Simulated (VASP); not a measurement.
A convergence study with VASP on ZnS (zinc blende): a few settings are varied, all else stays as given below, so the limit is that of these other settings. The cell's lengths are 1 % over those of the tabulated start and one atom is moved, so it is off equilibrium.

```xyz
2
Lattice="0.0000 2.7321 2.7321 2.7321 0.0000 2.7321 2.7321 2.7321 0.0000" Properties=species:S:1:pos:R:3 pbc="T T T"
Zn     0.0000     0.0000     0.0000
S      1.4266     1.3660     1.3660
```

Method: LDA (Ceperley-Alder, Perdew-Zunger), VASP's LDA PAW potentials (set 64) (plane waves; VASP 6.6.1). The last row used: ADDGRID = .TRUE., 500 eV cut-off, 9×9×9 Γ-centred mesh, Gaussian smearing of 0.050 eV, potentials Zn S.

Gaps are read on the run's mesh, which can miss a band edge.

| setting | E (eV/atom) | pressure (GPa) | gap on the mesh (eV) | plane waves |
|---|---|---|---|---|
| ADDGRID = unset, ENCUT = 200, PREC = Low | -3.8260 | -43.29 | 1.721 | 275 |
| ADDGRID = unset, ENCUT = 200, PREC = Normal | -3.8248 | -43.23 | 1.721 | 275 |
| ADDGRID = .TRUE., ENCUT = 200, PREC = Normal | -3.8248 | -43.28 | 1.721 | 275 |
| ADDGRID = unset, ENCUT = 200, PREC = Accurate | -3.8227 | -43.31 | 1.720 | 275 |
| ADDGRID = .TRUE., ENCUT = 200, PREC = Accurate | -3.8229 | -43.30 | 1.720 | 275 |
| ADDGRID = unset, ENCUT = 300, PREC = Low | -4.0616 | -6.41 | 1.688 | 531 |
| ADDGRID = unset, ENCUT = 300, PREC = Normal | -4.0602 | -6.39 | 1.688 | 531 |
| ADDGRID = .TRUE., ENCUT = 300, PREC = Normal | -4.0604 | -6.41 | 1.688 | 531 |
| ADDGRID = unset, ENCUT = 300, PREC = Accurate | -4.0600 | -6.43 | 1.688 | 531 |
| ADDGRID = .TRUE., ENCUT = 300, PREC = Accurate | -4.0600 | -6.44 | 1.688 | 531 |
| ADDGRID = unset, ENCUT = 400, PREC = Low | -4.0625 | -6.50 | 1.692 | 751 |
| ADDGRID = unset, ENCUT = 400, PREC = Normal | -4.0613 | -6.52 | 1.692 | 751 |
| ADDGRID = .TRUE., ENCUT = 400, PREC = Normal | -4.0613 | -6.50 | 1.692 | 751 |
| ADDGRID = unset, ENCUT = 400, PREC = Accurate | -4.0613 | -6.50 | 1.692 | 751 |
| ADDGRID = .TRUE., ENCUT = 400, PREC = Accurate | -4.0613 | -6.50 | 1.692 | 751 |
| ADDGRID = unset, ENCUT = 500, PREC = Low | -4.0629 | -6.28 | 1.694 | 1049 |
| ADDGRID = unset, ENCUT = 500, PREC = Normal | -4.0617 | -6.26 | 1.694 | 1049 |
| ADDGRID = .TRUE., ENCUT = 500, PREC = Normal | -4.0617 | -6.28 | 1.694 | 1049 |
| ADDGRID = unset, ENCUT = 500, PREC = Accurate | -4.0617 | -6.27 | 1.694 | 1049 |
| ADDGRID = .TRUE., ENCUT = 500, PREC = Accurate | -4.0617 | -6.27 | 1.694 | 1049 |

Left out are rungs that failed or repeat a setting and relaxations that didn't move; long series are thinned to 24 rows.

The compound is ZnS in the zinc blende structure. The cell was not relaxed at this level, it is distorted from the ideal structure.
